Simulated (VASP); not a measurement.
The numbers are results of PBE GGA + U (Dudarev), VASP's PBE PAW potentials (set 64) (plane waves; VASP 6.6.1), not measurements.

The input files of a VASP run:

**POSCAR**
```
MnF2
4.9622110
  0.9999999091   0.0000000000   0.0000000000
  0.0000000000   0.9999999091   0.0000000000
  0.0000000000   0.0000000000   0.6754680632
Mn F
2 4
Direct
  0.0000000000   0.0000000000   0.0000000000
  0.5000000000   0.5000000000   0.5000000000
  0.3049864192   0.3049864192   0.0000000000
  0.8049864192   0.1950135808   0.5000000000
  0.1950135808   0.8049864192   0.5000000000
  0.6950135808   0.6950135808   0.0000000000
```

### INCAR
```
SYSTEM = MnF2
PREC = Accurate
ENCUT = 520
EDIFF = 1E-7
NELM = 100
ALGO = Normal
LREAL = .FALSE.
LASPH = .TRUE.
ISMEAR = 0
SIGMA = 0.01
GGA = PE
LDAU = .TRUE.
LDAUTYPE = 2
LDAUL = 2 -1
LDAUU = 3.9 0
LDAUJ = 0 0
LDAUPRINT = 1
LMAXMIX = 4
ISPIN = 2
MAGMOM = 4.7 -4.7 -0.0 0.0 0.0 -0.0
LORBIT = 10
LWAVE = .FALSE.
LCHARG = .FALSE.
LOPTICS = .TRUE.
NBANDS = 96
NEDOS = 1001
CSHIFT = 0.1
```

### KPOINTS
```
Automatic mesh
0
Gamma
6 6 8
0 0 0
```

POTCAR, in this order: Mn_pv F (PBE.64 set). Program: vasp_std.

What VASP printed:

**OUTCAR**
```
 ion  position               nearest neighbor table
   1  0.000  0.000  0.000-   3 2.14   6 2.14   5 2.16   4 2.16   4 2.16   5 2.16
   2  0.500  0.500  0.500-   4 2.14   5 2.14   3 2.16   6 2.16   3 2.16   6 2.16
   3  0.305  0.305  0.000-   1 2.14   2 2.16   2 2.16
   4  0.805  0.195  0.500-   2 2.14   1 2.16   1 2.16
   5  0.195  0.805  0.500-   2 2.14   1 2.16   1 2.16
   6  0.695  0.695  0.000-   1 2.14   2 2.16   2 2.16
  LATTYP: Found a simple tetragonal cell.
 ALAT       =     4.9622105490
 C/A-ratio  =     0.6754681246
 Subroutine PRICEL returns:
 Original cell was already a primitive cell.
 Subroutine GETGRP returns: Found 16 space group operations
The static configuration has the point symmetry D_2h.
 The point group associated with its full space group is D_4h.
The dynamic configuration has the point symmetry D_2h.
The overall configuration has the point symmetry D_2h.
 Subroutine INISYM returns: Found 16 space group operations
 Subroutine IBZKPT returns following result:
 Found     50 irreducible k-points:

 Following reciprocal coordinates:
            Coordinates               Weight
  0.000000  0.000000  0.000000      1.000000
  0.166667  0.000000  0.000000      4.000000
...
```

**OSZICAR**
```
       N       E                     dE             d eps       ncg     rms          rms(c)
DAV:   1     0.604606827068E+03    0.60461E+03   -0.21177E+04 19208   0.629E+02
DAV:   2     0.181578036416E+02   -0.58645E+03   -0.53431E+03 19264   0.224E+02
DAV:   3    -0.380723128269E+02   -0.56230E+02   -0.54506E+02 22168   0.756E+01
DAV:   4    -0.388645521484E+02   -0.79224E+00   -0.79098E+00 22576   0.863E+00
DAV:   5    -0.388673787375E+02   -0.28266E-02   -0.28264E-02 21880   0.510E-01    0.197E+01
DAV:   6    -0.369683815555E+02    0.18990E+01   -0.27556E+00 20672   0.129E+01    0.162E+01
DAV:   7    -0.377368999899E+02   -0.76852E+00   -0.77859E-01 20712   0.453E+00    0.945E+00
DAV:   8    -0.373768496544E+02    0.36005E+00   -0.16234E-01 20664   0.251E+00    0.637E+00
DAV:   9    -0.379318846558E+02   -0.55504E+00   -0.57473E-02 20528   0.119E+00    0.488E-01
DAV:  10    -0.379383724341E+02   -0.64878E-02   -0.92796E-03 22392   0.298E-01    0.268E-01
DAV:  11    -0.379385330951E+02   -0.16066E-03   -0.20978E-04 21248   0.538E-02    0.125E-01
DAV:  12    -0.379387999848E+02   -0.26689E-03   -0.13230E-04 21072   0.778E-02    0.633E-02
DAV:  13    -0.379389227270E+02   -0.12274E-03   -0.55287E-05 21480   0.273E-02    0.266E-02
DAV:  14    -0.379389229676E+02   -0.24064E-06   -0.29478E-06 21888   0.819E-03    0.955E-03
DAV:  15    -0.379389233973E+02   -0.42968E-06   -0.80669E-07 21560   0.334E-03    0.813E-03
DAV:  16    -0.379389237268E+02   -0.32948E-06   -0.23406E-07 21288   0.202E-03    0.303E-03
DAV:  17    -0.379389238251E+02   -0.98375E-07   -0.42166E-08 19336   0.780E-04
   1 F= -.37938924E+02 E0= -.37938924E+02  d E =-.541080E-15  mag=     0.0000
 imaginary and real dielectric function
```

OUTCAR:
```
------------------------ aborting loop because EDIFF is reached ----------------------------------------
  FORCE on cell =-STRESS in cart. coord.  units (eV):
  Direction    XX          YY          ZZ          XY          YZ          ZX
  --------------------------------------------------------------------------------------
  Total       -0.0340756     -0.0340756     -0.1197052      0.0000000      0.0000000      0.0000000
  in kB       -0.6614902     -0.6614902     -2.3237697      0.0000000      0.0000000      0.0000000
  external PRESSURE =      -1.2155834 kB  Pullay stress =       0.0000000 kB
  volume of cell :       82.53
      direct lattice vectors                 reciprocal lattice vectors
     4.962210549  0.000000000  0.000000000     0.201523089  0.000000000  0.000000000
     0.000000000  4.962210549  0.000000000     0.000000000  0.201523089  0.000000000
     0.000000000  0.000000000  3.351815053     0.000000000  0.000000000  0.298345817
 POSITION                                       TOTAL-FORCE (eV/Angst)
 -----------------------------------------------------------------------------------
      0.00000      0.00000      0.00000        -0.000000     -0.000000     -0.000000
      2.48111      2.48111      1.67591        -0.000000     -0.000000     -0.000000
      1.51341      1.51341      0.00000        -0.005361     -0.005361      0.000000
      3.99451      0.96770      1.67591        -0.005361      0.005361     -0.000000
      0.96770      3.99451      1.67591         0.005361     -0.005361     -0.000000
      3.44880      3.44880      0.00000         0.005361      0.005361     -0.000000
 -----------------------------------------------------------------------------------
    total drift:                                0.000000     -0.000000     -0.000000
  FREE ENERGIE OF THE ION-ELECTRON SYSTEM (eV)
  ---------------------------------------------------
  free  energy   TOTEN  =       -37.9389238251 eV

  energy  without entropy=      -37.9389238251  energy(sigma->0) =      -37.93892383

 total charge

# of ion       s       p       d       tot
------------------------------------------
    1        0.155   6.132   4.934  11.220
    2        0.155   6.132   4.934  11.220
    3        1.733   4.367   0.000   6.100
    4        1.733   4.367   0.000   6.100
    5        1.733   4.367   0.000   6.100
    6        1.733   4.367   0.000   6.100
--------------------------------------------------
tot          7.242  29.733   9.868  46.842

 magnetization (x)

# of ion       s       p       d       tot
------------------------------------------
    1        0.019   0.017   4.641   4.676
    2       -0.019  -0.017  -4.641  -4.676
    3       -0.002  -0.015   0.000  -0.017
    4        0.002   0.015   0.000   0.017
    5        0.002   0.015   0.000   0.017
    6       -0.002  -0.015   0.000  -0.017
--------------------------------------------------
tot          0.000   0.000  -0.000  -0.000

 plasma frequency squared (from intraband transitions) (eV^2)
  --------------------------------------------------------------------------------------
       0.000       0.000       0.000
       0.000       0.000       0.000
       0.000       0.000       0.000

 plasma frequency squared (from interband transitions, int dw w eps(2)(w)) (eV^2)
  --------------------------------------------------------------------------------------
     515.607       0.000       0.000      -0.000       0.000       0.000
       0.000       0.000     515.607       0.000       0.000       0.000
       0.000       0.000       0.000       0.000     517.552       0.000
```
(Selected blocks of OUTCAR.)

The compound is MnF2 in the rutile structure. It was relaxed first, which changed the volume by +5 %.
